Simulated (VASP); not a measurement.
The system is Ta.

```
CELL_PARAMETERS angstrom
-1.65493 1.65493 1.65493
1.65493 -1.65493 1.65493
1.65493 1.65493 -1.65493
ATOMIC_POSITIONS crystal
Ta 0.00000 0.00000 0.00000
```

| Item | Value |
| --- | --- |
| Program | VASP 6.6.1 |
| Task | relaxation of cell and atoms |
| Functional | PBEsol |
| Potentials or basis | VASP PAW PBE potentials, release 64 (Ta_pv) |
| Cutoff | 600 eV |
| k mesh | 18 × 18 × 18 |
| Occupations | gaussian, width 0.1 eV |
| Spin | no spin polarisation |

At the start: pressure -5.1 GPa; volume 18.13 Å³/atom.

Question: Where does the relaxation end?

Answer: Over 4 steps the energy falls by 7.5 meV/atom and the volume is 17.67 Å³/atom (-2.5 %); space group Im-3m (No. 229, to 0.05 Å).

The path:
| step | energy change (eV) | largest force (eV/Å) | pressure (GPa) | volume (Å³) |
| --- | --- | --- | --- | --- |
| 1 | 0.0000 | 0.0000 | -5.09 | 18.13 |
| 2 | 0.0339 | 0.0000 | 13.87 | 16.66 |
| 3 | -0.0075 | 0.0000 | -0.10 | 17.68 |
| 4 | -0.0075 | 0.0000 | 0.01 | 17.67 |

Final structure:
```
Ta
1.0
    -1.64077    1.64077    1.64077
     1.64077   -1.64077    1.64077
     1.64077    1.64077   -1.64077
Ta
1
Direct
  0.00000 0.00000 0.00000
```

Caveat: the PAW data sets were made with another functional, which shifts forces and pressure a little.
